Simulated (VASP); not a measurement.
# Sc under strain, part 3 of 3

How does the pressure of Sc answer to a change of volume? The bands are shown for each cell. All runs use r2SCAN. Left out of this account: 1 further run (self-consistent run: a reference on another mesh). The start is a cell from a database of measured crystal structures.

VASP 6.6.1; r2SCAN; plane waves and PAW (Sc_sv).

So far, pressure (GPa): step 2 (bands, cell as listed) 0.0159; step 3 (cell volume +4.0 %) -2.02; step 4 (cell volume +8.0 %) -3.73; step 6 (cell volume -4.0 %) 2.44.

**7. Bands, volume times 0.92**

The cell is scaled evenly once more. A prediction first. A parabola through the 4 pressures of evenly scaled cells so far, P = 0.02 -55.7 t +90 t² GPa with t = ln(V/V₁) and V₁ the volume at scale 1, gives 5.29 GPa at t = -0.0834.

Contents of INCAR:

```
SYSTEM = Sc
PREC = Accurate
ENCUT = 400
EDIFF = 1E-06
NELM = 100
ISMEAR = -1
SIGMA = 0.05
LREAL = .FALSE.
ALGO = Normal
METAGGA = R2SCAN
LASPH = .TRUE.
NBANDS = 23
LORBIT = 11
LWAVE = .FALSE.
LCHARG = .FALSE.
KPAR = 2
```

Contents of POSCAR:

```
Sc
1.0
    3.2182964260      0.0000000000      0.0000000000
   -1.6091482130      2.7871264618      0.0000000000
    0.0000000000      0.0000000000      5.1287526573
Sc
2
Direct
    0.3333333333      0.6666666667      0.2500000000
    0.6666666667      0.3333333333      0.7500000000
```

Contents of KPOINTS:

```
Automatic mesh
0
Gamma
13 13 8
0 0 0
```

Contents of KPOINTS_OPT:

```
Line mode
16
Line-mode
Reciprocal
  0.00000000   0.00000000   0.00000000 GAMMA
  0.50000000   0.00000000   0.00000000 M

  0.50000000   0.00000000   0.00000000 M
  0.33333333   0.33333333   0.00000000 K

  0.33333333   0.33333333   0.00000000 K
  0.00000000   0.00000000   0.00000000 GAMMA

  0.00000000   0.00000000   0.00000000 GAMMA
  0.00000000   0.00000000   0.50000000 A

  0.00000000   0.00000000   0.50000000 A
  0.50000000   0.00000000   0.50000000 L

  0.50000000   0.00000000   0.50000000 L
  0.33333333   0.33333333   0.50000000 H

  0.33333333   0.33333333   0.50000000 H
  0.00000000   0.00000000   0.50000000 A

  0.50000000   0.00000000   0.50000000 L
  0.50000000   0.00000000   0.00000000 M

  0.33333333   0.33333333   0.00000000 K
  0.33333333   0.33333333   0.50000000 H
```

PAW data sets: Sc_sv (PBE family, release 64).

Command:

```bash
$ mpirun -np 2 vasp_std
```

What it wrote:

```text
[... set-up lines as in an earlier step ...]
 entering main loop
       N       E                     dE             d eps       ncg     rms          rms(c)
DAV:   1     0.253142567605E+03    0.25314E+03   -0.98047E+03  4910   0.869E+02
DAV:   2    -0.196478576045E+02   -0.27279E+03   -0.26773E+03  4926   0.389E+02
DAV:   3    -0.286852473347E+02   -0.90374E+01   -0.88647E+01  7142   0.890E+01
DAV:   4    -0.288188357701E+02   -0.13359E+00   -0.13346E+00  6999   0.103E+01
DAV:   5    -0.288200664394E+02   -0.12307E-02   -0.12307E-02  7061   0.106E+00    0.106E+01
DAV:   6    -0.226989285325E+02    0.61211E+01   -0.49544E+00  6099   0.258E+01    0.212E+00
DAV:   7    -0.226467133993E+02    0.52215E-01   -0.35134E-01  7063   0.555E+00    0.104E+00
DAV:   8    -0.226532709797E+02   -0.65576E-02   -0.29279E-02  6566   0.157E+00    0.355E-01
DAV:   9    -0.226546950156E+02   -0.14240E-02   -0.52512E-03  6599   0.804E-01    0.338E-02
DAV:  10    -0.226547407719E+02   -0.45756E-04   -0.35701E-04  6179   0.191E-01    0.326E-02
DAV:  11    -0.226547469950E+02   -0.62232E-05   -0.63374E-05  6636   0.873E-02    0.524E-03
DAV:  12    -0.226547492749E+02   -0.22799E-05   -0.36452E-06  4228   0.190E-02    0.257E-03
DAV:  13    -0.226547508389E+02   -0.15640E-05   -0.73418E-07  2982   0.929E-03    0.406E-04
DAV:  14    -0.226547508863E+02   -0.47387E-07   -0.13965E-07  2772   0.609E-03
   1 F= -.22654751E+02 E0= -.22639092E+02  d E =-.313181E-01
 Start KPOINTS_OPT (optional k-point list driver)
k-point batch [1-105\144]
       N       E                     dE             ncg
DAV:   1    -0.201300306866E+05   -0.73457E+05     4870
DAV:   2    -0.483852363775E+05   -0.28255E+05     4854
DAV:   3    -0.492832010875E+05   -0.89796E+03     6216
DAV:   4    -0.493018707597E+05   -0.18670E+02     6873
DAV:   5    -0.493020502245E+05   -0.17946E+00     6739
DAV:   6    -0.493020529134E+05   -0.26889E-02     6790
DAV:   7    -0.493020529774E+05   -0.63978E-04     6321
DAV:   8    -0.493020529789E+05   -0.14641E-05     3991
DAV:   9    -0.493020529792E+05   -0.30105E-06     3458
k-point batch [106-144\144]
       N       E                     dE             ncg
DAV:   1     0.230967789506E+05   -0.34083E+05     1802
DAV:   2     0.121450716809E+05   -0.10952E+05     1794
DAV:   3     0.117839565195E+05   -0.36112E+03     2384
DAV:   4     0.117768011266E+05   -0.71554E+01     2520
DAV:   5     0.117766955660E+05   -0.10556E+00     2483
DAV:   6     0.117766932605E+05   -0.23056E-02     2558
DAV:   7     0.117766932184E+05   -0.42101E-04     2425
DAV:   8     0.117766932176E+05   -0.78900E-06     1500
```

The job ended after 8.9 min (2 MPI ranks of AMD EPYC 7R13 (Zen 3), shared host; peak memory 0.42 GiB; 18 min of CPU time).

OUTCAR, selected parts (step 7):

```text
   ENCUT  =  400.0 eV  29.40 Ry    5.42 a.u.   5.25  5.25  8.36*2*pi/ulx,y,z

   NELECT =      22.0000    total number of electrons

 E-fermi :   4.1500

 k-point     1 :       0.0000    0.0000    0.0000
  band No.  band energies     occupation
    ...
      6     -24.5720      2.00000
      7     -24.5719      2.00000
      8     -24.5591      2.00000
      9      -1.4834      2.00000
     10       2.3150      2.00000
     11       4.5958      0.00027
     12       6.0644      0.00000
     13       6.0644      0.00000
     14       6.2127      0.00000
     15       6.5626      0.00000
    ...

  Total        1.7512328      1.7512328      1.0759325      0.0000000      0.0000000      0.0000000
  in kB       60.9901919     60.9901919     37.4715056      0.0000000      0.0000000      0.0000000
  external PRESSURE =      53.1506298 kB  Pullay stress =       0.0000000 kB

 POSITION                                       TOTAL-FORCE (eV/Angst)
 -----------------------------------------------------------------------------------
     -0.00000      1.85808      1.28219        -0.000000      0.000000      0.000000
      1.60915      0.92904      3.84656         0.000000     -0.000000      0.000000
 -----------------------------------------------------------------------------------
    total drift:                               -0.000000      0.000000     -0.000000

  FREE ENERGIE OF THE ION-ELECTRON SYSTEM (eV)
  ---------------------------------------------------
  free  energy   TOTEN  =       -22.6547508863 eV

  energy  without entropy=      -22.6234327607  energy(sigma->0) =      -22.63909182

[... 5 parts as in an earlier step ...]

[... 11 further parts left out ...]
```

This step gave:

- SCF cycles: 14
- free energy (TOTEN): -22.65 eV
- energy at zero smearing: -22.64 eV
- Fermi energy: 4.15 eV
- pressure: 5.315 GPa

Electronic bands along the path, in eV, zero at the Fermi level; # counts the bands kept, so #1 is VASP's band 9:

| point | #1 | #2 | #3 | #4 | #5 | #6 |
| --- | --- | --- | --- | --- | --- | --- |
| Γ | -5.63 | -1.83 | 0.45 | 1.91 | 1.91 | 2.06 |
| 0.53 of the way | -4.02 | -0.80 | -0.38 | 0.45 | 1.72 | 1.97 |
| M | -1.71 | -1.20 | -0.82 | -0.34 | 1.44 | 1.71 |
| 0.53 of the way | -1.32 | -0.91 | -0.68 | -0.45 | 1.34 | 1.39 |
| K | -0.72 | -0.72 | -0.69 | -0.56 | 1.19 | 1.19 |
| 0.53 of the way | -3.98 | -0.70 | -0.35 | 0.38 | 1.71 | 1.77 |
| Γ | -5.63 | -1.83 | 0.45 | 1.91 | 1.91 | 2.06 |
| 0.53 of the way | -5.12 | -2.59 | 0.53 | 1.71 | 1.79 | 1.79 |
| A | -3.97 | -3.97 | 1.05 | 1.05 | 1.86 | 1.86 |
| 0.53 of the way | -2.68 | -2.68 | 0.45 | 0.45 | 1.37 | 1.37 |
| L | -1.64 | -1.64 | 0.05 | 0.05 | 1.44 | 1.44 |
| 0.53 of the way | -1.19 | -1.19 | 0.20 | 0.20 | 0.70 | 0.70 |
| H | -0.48 | -0.48 | -0.07 | -0.07 | 0.29 | 0.29 |
| 0.47 of the way | -2.31 | -2.31 | 0.36 | 0.36 | 1.17 | 1.17 |
| A | -3.97 | -3.97 | 1.05 | 1.05 | 1.86 | 1.86 |
| jump to L | -1.64 | -1.64 | 0.05 | 0.05 | 1.44 | 1.44 |
| 0.53 of the way | -1.78 | -1.30 | -0.42 | -0.26 | 1.53 | 1.82 |
| M | -1.71 | -1.20 | -0.82 | -0.34 | 1.44 | 1.71 |
| jump to K | -0.72 | -0.72 | -0.69 | -0.56 | 1.19 | 1.19 |
| 0.53 of the way | -0.61 | -0.49 | -0.47 | -0.47 | 0.80 | 0.80 |
| H | -0.48 | -0.48 | -0.07 | -0.07 | 0.29 | 0.29 |

 The pressure is 5.32 GPa. The parabola predicted 5.29 GPa, -0.03 GPa off.

**8. Side by side**

| cell | mesh | pressure (GPa) | gap (eV) |
| --- | --- | --- | --- |
| cell as listed | 13×13×8 | 0.02 | none |
| volume times 1.04 | 13×13×8 | -2.02 | none |
| volume times 1.08 | 13×13×8 | -3.73 | none |
| volume times 0.96 | 13×13×8 | 2.44 | none |
| volume times 0.92 | 13×13×8 | 5.32 | none |

**9. Bands, atoms displaced by up to 0.13 Å**

Levels along the symmetry lines show where the bands peak and cross; KPOINTS_OPT computes them in the converged potential.

INCAR is that of step 7.

Contents of POSCAR:

```
Sc
1.0
    3.3090000000      0.0000000000      0.0000000000
   -1.6545000000      2.8656780611      0.0000000000
    0.0000000000      0.0000000000      5.2733000000
Sc
2
Direct
    0.3247050000      0.6622060000      0.2408520000
    0.6560720000      0.3217130000      0.7268150000
```

KPOINTS is that of step 7.

KPOINTS_OPT is that of step 7.

Command:

```bash
$ mpirun -np 2 vasp_std
```

What it wrote:

```text
[... set-up lines as in an earlier step ...]
 entering main loop
       N       E                     dE             d eps       ncg     rms          rms(c)
DAV:   1     0.258859075463E+03    0.25886E+03   -0.97815E+03 31486   0.855E+02
DAV:   2    -0.189369145632E+02   -0.27780E+03   -0.27271E+03 31726   0.387E+02
DAV:   3    -0.288101197355E+02   -0.98732E+01   -0.96621E+01 47302   0.918E+01
DAV:   4    -0.289518249925E+02   -0.14171E+00   -0.14143E+00 44825   0.101E+01
DAV:   5    -0.289532339301E+02   -0.14089E-02   -0.14089E-02 45321   0.110E+00    0.970E+00
DAV:   6    -0.227703450852E+02    0.61829E+01   -0.52796E+00 40892   0.261E+01    0.208E+00
DAV:   7    -0.227019106229E+02    0.68434E-01   -0.38135E-01 45735   0.586E+00    0.111E+00
DAV:   8    -0.227080877146E+02   -0.61771E-02   -0.29398E-02 41935   0.150E+00    0.358E-01
DAV:   9    -0.227096552383E+02   -0.15675E-02   -0.47672E-03 45421   0.744E-01    0.345E-02
```

Run time: 21 min. Hardware: 2 MPI ranks.

The run was cut off at its time limit.

More ranks or a longer limit would be the way on.

**10. Outcome**

| Item | Value |
| --- | --- |
| pressure, cell as listed | 0.0159 GPa |
| pressure, volume times 1.04 | -2.02 GPa |
| pressure, volume times 1.08 | -3.73 GPa |
| pressure, volume times 0.96 | 2.44 GPa |
| pressure, volume times 0.92 | 5.32 GPa |
| bulk modulus at the listed volume, shape and positions held | 55.8 GPa |

The slope of pressure against ln V at the listed volume gives a bulk modulus of 55.8 GPa at fixed shape and positions. Not obtained: bands, sheared, principal strains -1.3, -0.5, +1.8 %, since the run ended as timeout. Not obtained: bands, atoms displaced by up to 0.13 Å, since the run ended as timeout.

[Lines on the potential files, build, host, timing and source positions are cut from VASP's logs without a mark.]

[Logs are printed without paths, hosts, clocks, repeated set-up lines and the standing remarks that a program may print on its own settings, such as how far it seeks lower states.]

[Hosts, paths, dates, database ids (printed as entryN), source tags and the programs' standing remarks are cut or masked in the printed files.]

[A measured line is paired with the nearest computed mode of its activity, which favours agreement.]
